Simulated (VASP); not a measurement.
Method: PBE GGA with D3 dispersion (Becke-Johnson damping), VASP's PBE PAW potentials (set 64) (plane waves; VASP).

VASP ran on this input.

**KPOINTS**
```
Automatic mesh
0
Gamma
16 16 16
0 0 0
```

POSCAR:
```
Cu
1.0
  0.0000000000   1.8050000000   1.8050000000
  1.8050000000   0.0000000000   1.8050000000
  1.8050000000   1.8050000000   0.0000000000
Cu
1
Direct
  0.0000000000   0.0000000000   0.0000000000
```

### INCAR
```
# general
SYSTEM  = Cu
PREC    = Accurate
ENCUT   = 520
LREAL   = .False.
LASPH   = .True.

# electronic loop
EDIFF   = 1E-6
NELM    = 100
ALGO    = Normal
LMAXMIX = 4

# smearing
ISMEAR  = 1
SIGMA   = 0.1

# functional
GGA     = PE
IVDW    = 12

# ions
IBRION  = 2
NSW     = 60
ISIF    = 3
EDIFFG  = -0.01

# output
LWAVE   = .False.
LCHARG  = .False.
```

POTCAR, in this order: Cu (PBE.64 set). Program: vasp_std.

The run wrote:

### OSZICAR
```
       N       E                     dE             d eps       ncg     rms          rms(c)
DAV:   1     0.353572188629E+02    0.35357E+02   -0.57041E+03  2698   0.204E+03
DAV:   2    -0.418377835173E+01   -0.39541E+02   -0.37673E+02  2622   0.195E+02
DAV:   3    -0.462500914379E+01   -0.44123E+00   -0.44021E+00  3039   0.297E+01
DAV:   4    -0.462821857258E+01   -0.32094E-02   -0.32092E-02  3282   0.231E+00
DAV:   5    -0.462825261411E+01   -0.34042E-04   -0.34041E-04  3090   0.187E-01    0.767E+00
DAV:   6    -0.410239345919E+01    0.52586E+00   -0.16827E+01  2750   0.959E+01    0.388E+00
DAV:   7    -0.373825575553E+01    0.36414E+00   -0.26269E+00  2788   0.376E+01    0.578E-01
DAV:   8    -0.372743627889E+01    0.10819E-01   -0.53833E-03  2890   0.133E+00    0.309E-01
DAV:   9    -0.372576201633E+01    0.16743E-02   -0.11946E-02  2919   0.236E+00    0.336E-02
DAV:  10    -0.372576126129E+01    0.75504E-06   -0.55663E-05  3824   0.155E-01    0.889E-03
DAV:  11    -0.372575990152E+01    0.13598E-05   -0.12183E-06  2073   0.237E-02    0.477E-04
DAV:  12    -0.372575991223E+01   -0.10702E-07   -0.62666E-08  1447   0.381E-03
   1 F= -.43112797E+01 E0= -.43112378E+01  d E =-.431128E+01
       N       E                     dE             d eps       ncg     rms          rms(c)
DAV:   1    -0.447948028622E+01   -0.75372E+00   -0.14481E+01  2742   0.937E+01    0.752E+00
DAV:   2    -0.398564692533E+01    0.49383E+00   -0.12844E+01  2722   0.843E+01    0.307E+00
DAV:   3    -0.371170757901E+01    0.27394E+00   -0.18760E+00  2700   0.323E+01    0.917E-01
DAV:   4    -0.369508240386E+01    0.16625E-01   -0.14652E-02  2879   0.209E+00    0.152E-01
DAV:   5    -0.369424444489E+01    0.83796E-03   -0.62964E-03  2999   0.189E+00    0.406E-02
DAV:   6    -0.369422037532E+01    0.24070E-04   -0.63206E-05  3636   0.164E-01    0.101E-02
DAV:   7    -0.369421724951E+01    0.31258E-05   -0.77163E-06  2141   0.599E-02    0.975E-04
DAV:   8    -0.369421752252E+01   -0.27301E-06   -0.11456E-07  1439   0.622E-03
   2 F= -.43153670E+01 E0= -.43153857E+01  d E =-.408738E-02
       N       E                     dE             d eps       ncg     rms          rms(c)
DAV:   1    -0.382078169803E+01   -0.12656E+00   -0.21940E+00  2735   0.395E+01    0.270E+00
DAV:   2    -0.374327068552E+01    0.77511E-01   -0.15269E+00  2731   0.284E+01    0.987E-01
DAV:   3    -0.371405013246E+01    0.29221E-01   -0.23252E-01  2715   0.115E+01    0.394E-01
DAV:   4    -0.371101169940E+01    0.30384E-02   -0.50003E-03  3615   0.100E+00    0.300E-02
DAV:   5    -0.371101095691E+01    0.74249E-06   -0.73111E-05  3050   0.189E-01    0.125E-02
DAV:   6    -0.371101102192E+01   -0.65014E-07   -0.56449E-06  2048   0.462E-02
   3 F= -.43182299E+01 E0= -.43182310E+01  d E =-.695029E-02
```

OUTCAR:
```
------------------------ aborting loop because EDIFF is reached ----------------------------------------
 Edisp (eV)   -0.60722
  FORCE on cell =-STRESS in cart. coord.  units (eV):
  Direction    XX          YY          ZZ          XY          YZ          ZX
  --------------------------------------------------------------------------------------
  Total      -0.00091    -0.00091    -0.00091     0.00000     0.00000     0.00000
  in kB      -0.12860    -0.12860    -0.12860     0.00000     0.00000     0.00000
  external pressure =       -0.13 kB  Pullay stress =        0.00 kB
  volume of cell :       11.36
      direct lattice vectors                 reciprocal lattice vectors
    -0.000000000  1.784057135  1.784057135    -0.280260083  0.280260083  0.280260083
     1.784057135  0.000000000  1.784057135     0.280260083 -0.280260083  0.280260083
     1.784057135  1.784057135 -0.000000000     0.280260083  0.280260083 -0.280260083
 POSITION                                       TOTAL-FORCE (eV/Angst)
 -----------------------------------------------------------------------------------
      0.00000      0.00000     -0.00000         0.000000     -0.000000      0.000000
 -----------------------------------------------------------------------------------
    total drift:                               -0.000000     -0.000000     -0.000000
  FREE ENERGIE OF THE ION-ELECTRON SYSTEM (eV)
  ---------------------------------------------------
  free  energy   TOTEN  =        -4.3182299484 eV

  energy  without entropy=       -4.3182330834  energy(sigma->0) =       -4.31823099

 reached required accuracy - stopping structural energy minimisation
```
(Selected blocks of OUTCAR.)

**CONTCAR**
```
Cu
   1.00000000000000
    -0.0000000000000000    1.7840571348018561    1.7840571348018561
     1.7840571348018561    0.0000000000000000    1.7840571348018561
     1.7840571348018561    1.7840571348018561   -0.0000000000000000
  Cu
     1
Direct
     0.0000000000000000    0.0000000000000000    0.0000000000000000
```

Energy and stress use the plane-wave basis of the starting cell.

The compound is Cu in the fcc structure. This run relaxes it. Symmetry was kept, so distortions that lower it aren't found.
